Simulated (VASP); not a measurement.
A VASP calculation is set up with these files.

**POSCAR**
```
LiF
1
    0.0000000000     2.0150000000     2.0150000000
    2.0150000000     0.0000000000     2.0150000000
    2.0150000000     2.0150000000     0.0000000000
Li F
1 1
Direct
  0.0000000000   0.0000000000   0.0000000000
  0.5000000000   0.5000000000   0.5000000000
```

INCAR:
```
ALGO = Normal
EDIFF = 1E-8
ENCUT = 500
GGA = PE
ISMEAR = 0
LASPH = T
LCHARG = F
LREAL = F
LWAVE = T
NELM = 100
PREC = Normal
SIGMA = 0.01
SYSTEM = LiF
```

KPOINTS:
```
Automatic mesh
0
G
  6 6 6
```

POTCAR, in this order: Li_sv_GW F_GW_new (PBE.64 set). Program: vasp_std.

Problem. Translate this PBE calculation to Quantum ESPRESSO's pw.x.

Solution. One equivalent input (not run):
```
&CONTROL
  calculation = 'scf'
  pseudo_dir = './pseudo'
  outdir = './out'
  tprnfor = .true.
  tstress = .true.
/
&SYSTEM
  ibrav = 0
  nat = 2
  ntyp = 2
  ecutwfc = 84
  occupations = 'smearing'
  smearing = 'gaussian'
  degauss = 0.000735
  input_dft = 'pbe'
/
&ELECTRONS
  conv_thr = 7.3e-10
  electron_maxstep = 100
/
ATOMIC_SPECIES
  Li 6.940 Li.upf
  F 18.998 F.upf
CELL_PARAMETERS angstrom
     0.0000000    2.0150000    2.0150000
     2.0150000    0.0000000    2.0150000
     2.0150000    2.0150000    0.0000000
ATOMIC_POSITIONS crystal
  Li   0.0000000  0.0000000  0.0000000
  F    0.5000000  0.5000000  0.5000000
K_POINTS automatic
  6 6 6 0 0 0
```
What does not carry over: the potentials are each code's own (VASP's PAW set, PseudoDojo norm-conserving files in pw.x), so ENCUT and ecutwfc are chosen apart and not converted; conv_thr bounds pw.x's estimated SCF error, while EDIFF bounds the energy change between steps.

The compound is LiF in the rock salt structure. The cell was not relaxed at this level. The k-mesh is coarse (spacing up to 0.45 per Å, 2π included), so the numbers may not be converged in it.
